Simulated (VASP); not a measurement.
```
Ga3InN4
1.0
    1.63207    -2.82683     0.00000
    1.63207     2.82683     0.00000
    0.00000     0.00000    10.70719
In Ga N
1 3 4
Direct
  0.66667   0.33333   0.25148
  0.33333   0.66667   0.99024
  0.66667   0.33333   0.75098
  0.33333   0.66667   0.51145
  0.66667   0.33333   0.45407
  0.33333   0.66667   0.16964
  0.66667   0.33333   0.93277
  0.33333   0.66667   0.69337
```

These are PBEsol GGA, VASP's PBE PAW potentials (set 64) (plane waves; VASP 6.6.1) values and carry that method's errors. Run with 520 eV cut-off, 7×7×2 Γ-centred mesh, Gaussian smearing of 0.050 eV, potentials In_d Ga_d N.

### Question
What does the run give for the energy per atom (σ→0)?

### Answer

```
Property                       Result
---------------------  --------------
energy per atom (σ→0)  -6.313 eV/atom
```

Only differences to runs with the same potentials and settings are physical.

The structure was generated: Ga3InN4 was put into an ordered model structure (P3m1), which need not be its known phase. It was relaxed first. The start is the result of an earlier pass.
